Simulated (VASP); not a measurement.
An input for Quantum ESPRESSO's pw.x (written as the equivalent of a VASP run, and not itself run):

```
&CONTROL
  calculation = 'vc-relax'
  pseudo_dir = './pseudo'
  outdir = './out'
  tprnfor = .true.
  tstress = .true.
  nstep = 30
  forc_conv_thr = 0.00039
/
&SYSTEM
  ibrav = 0
  nat = 3
  ntyp = 2
  ecutwfc = 66
  occupations = 'smearing'
  smearing = 'gaussian'
  degauss = 0.003675
  input_dft = 'rpbe'
/
&ELECTRONS
  conv_thr = 7.3e-09
  electron_maxstep = 100
/
&IONS
/
&CELL
  cell_dofree = 'shape'
/
ATOMIC_SPECIES
  Zr 91.224 Zr.upf
  S 32.060 S.upf
CELL_PARAMETERS angstrom
     1.8623836   -3.2257430    0.0000000
     1.8623836    3.2257430    0.0000000
     0.0000000    0.0000000    7.3945910
ATOMIC_POSITIONS crystal
  Zr   0.0000000  0.0000000  0.0000000
  S    0.3333330  0.6666670  0.1954518
  S    0.6666670  0.3333330  0.8045482
K_POINTS automatic
  7 7 3 0 0 0
```

**Question.** Translate this input to VASP (INCAR, KPOINTS, POSCAR, choice of POTCAR).

**Answer.** This is not unique; one that fits is 
### INCAR
```
! general
SYSTEM  = ZrS2
PREC    = Accurate
ENCUT   = 520
LREAL   = .FALSE.
LASPH   = .TRUE.

! electronic loop
EDIFF   = 1E-7
NELM    = 100
ALGO    = Normal
LMAXMIX = 4

! smearing
ISMEAR  = 0
SIGMA   = 0.05

! functional
GGA     = RP

! ions
IBRION  = 2
NSW     = 30
ISIF    = 4
EDIFFG  = -0.01

! output
LWAVE   = .FALSE.
LCHARG  = .FALSE.
```

**KPOINTS**
```
Automatic mesh
0
Gamma
7 7 3
0 0 0
```

POSCAR:
```
ZrS2
1.0
  1.8623835796  -3.2257430062   0.0000000000
  1.8623835796   3.2257430062   0.0000000000
  0.0000000000   0.0000000000   7.3945909537
Zr S
1 2
Cartesian
  0.0000000000   0.0000000000   0.0000000000
  1.8623835796   1.0752498192   1.4452861240
  1.8623835796  -1.0752498192   5.9493048297
```

POTCAR, in this order: Zr_sv S (PBE.64 set). Program: vasp_std.

Limits of the translation: the potentials are each code's own (VASP's PAW set, PseudoDojo norm-conserving files in pw.x), so ENCUT and ecutwfc are chosen apart and not converted; conv_thr bounds pw.x's estimated SCF error, while EDIFF bounds the energy change between steps; forc_conv_thr acts on force components and is met together with etot_conv_thr.

The compound is ZrS2 in the 1T layered structure. This run relaxes it. Symmetry was kept, so distortions that lower it aren't found.
